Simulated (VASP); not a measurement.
Consider the following.

```xyz
4
Lattice="3.6336 0.0000 0.0000 0.0000 3.6336 0.0000 0.0000 0.0000 3.6336" Properties=species:S:1:pos:R:3 pbc="T T T"
V      0.0000     1.8168     1.8168
V      1.8168     1.8168     0.0000
V      1.8168     0.0000     1.8168
Os     0.0000     0.0000     0.0000
```
Starting moments (μB, in the order of the record's atoms V V V Os): 2.0 2.0 2.0 0.0.

All values below come from PBE GGA, VASP's PBE PAW potentials (set 64) (plane waves; VASP). Run with 300 eV cut-off, 5×5×5 Γ-centred mesh, Gaussian smearing of 0.10 eV, potentials V_sv Os.

At this cut-off the stress carries a Pulay error, which pulls relaxed volumes low. Energy and stress use the plane-wave basis of the starting cell.

### Question
The ions, cell shape and volume are relaxed. Give the cell that the relaxation ends in.

### Answer

```xyz
4
Lattice="3.7919 0.0000 0.0000 0.0000 3.7919 0.0000 0.0000 0.0000 3.7919" Properties=species:S:1:pos:R:3 pbc="T T T"
V      0.0000     1.8960     1.8960
V      1.8960     1.8960     3.7919
V      1.8960     3.7919     1.8960
Os     0.0000     3.7919     0.0000
```
Space group Pm-3m (221), at a tolerance of 0.03 Å. The cell ends with 0.00 μB, on the sites 0.00 0.00 0.00 0.00 μB.

### Question
How do energy and volume change from the first to the last step?

### Answer
The energy (σ→0) changes by -207.7 meV/atom and the volume by +13.6 %, in 18 ionic steps.

The structure was generated: V3Os was put into an ordered model structure, which need not be its known phase. This run relaxes it. Symmetry was kept, so distortions that lower it aren't found. The k-mesh is coarse (spacing up to 0.33 per Å, 2π included), so the numbers may not be converged in it. The run is one of a series of settings (EDIFFG = -0.01, IBRION = 2, ISIF = 3, NSW = 50 against the base run), some of them coarse on purpose.
